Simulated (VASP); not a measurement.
## H3Cl: single point with PBE+D3(BJ)

The system is H3Cl.

```
CELL_PARAMETERS angstrom
6.81057 0.00000 0.00000
0.00000 6.81057 0.00000
0.00000 0.00000 6.81057
ATOMIC_POSITIONS crystal
Cl 0.33866 0.31068 0.18150
Cl 0.28918 0.93820 0.74392
Cl 0.91306 0.43396 0.62290
H 0.48660 0.43189 0.22886
H 0.31530 0.76690 0.67203
H 0.86785 0.27650 0.71512
H 0.41001 0.32682 0.64616
H 0.52555 0.32442 0.65924
H 0.78644 0.98764 0.74696
H 0.68689 0.00992 0.71997
H 0.30475 0.79200 0.17590
H 0.34592 0.88724 0.14259
```

The cell was built by a generator and needn't be a form met in nature.

| Property | Result |
| --- | --- |
| Program | VASP 6.6.1 |
| Task | single point |
| Functional | PBE |
| Dispersion | D3(BJ) |
| Potentials or basis | VASP PAW PBE potentials, release 64 (Cl, H) |
| Cutoff | 520 eV |
| k mesh | 1 × 1 × 1 |
| Occupations | fermi-dirac, width 0.02 eV |
| Spin | no spin polarisation |

- Pressure: -0.6 GPa
- Largest force: 1.552 eV/Å
- Band gap on the k mesh: 6.12 eV, direct
- Dispersion energy per atom: -0.028 eV

Forces on the atoms (eV/Å):
```
Cl   1.074  0.914  0.304
Cl  -0.104  0.253 -0.111
Cl   0.134  0.268 -0.095
H   -1.055 -0.880 -0.346
H   -0.006 -0.351 -0.088
H   -0.026 -0.273  0.097
H    0.882  0.047  0.112
H   -1.043  0.191 -0.118
H    1.467 -0.369  0.347
H   -1.346  0.260 -0.326
H   -0.163 -0.467  0.250
H    0.187  0.408 -0.026
```

Stress tensor (GPa, compression positive):
```
-1.10 -0.36 -0.12
-0.36 -0.42 -0.33
-0.12 -0.33 -0.20
```

Levels at points of the mesh, in eV from the valence-band top:
| k point | band 13 | band 14 | band 15 | band 16 | band 17 | band 18 |
| --- | --- | --- | --- | --- | --- | --- |
| (0.00, 0.00, 0.00) | -0.15 | -0.07 | 0.00 | 6.12 | 7.18 | 7.48 |

It took 30 s on 1 thread of Intel(R) Xeon(R) Platinum 8259CL CPU @ 2.50GHz (Skylake/Cascade Lake), with other jobs on the host, peak memory 0.38 GiB.
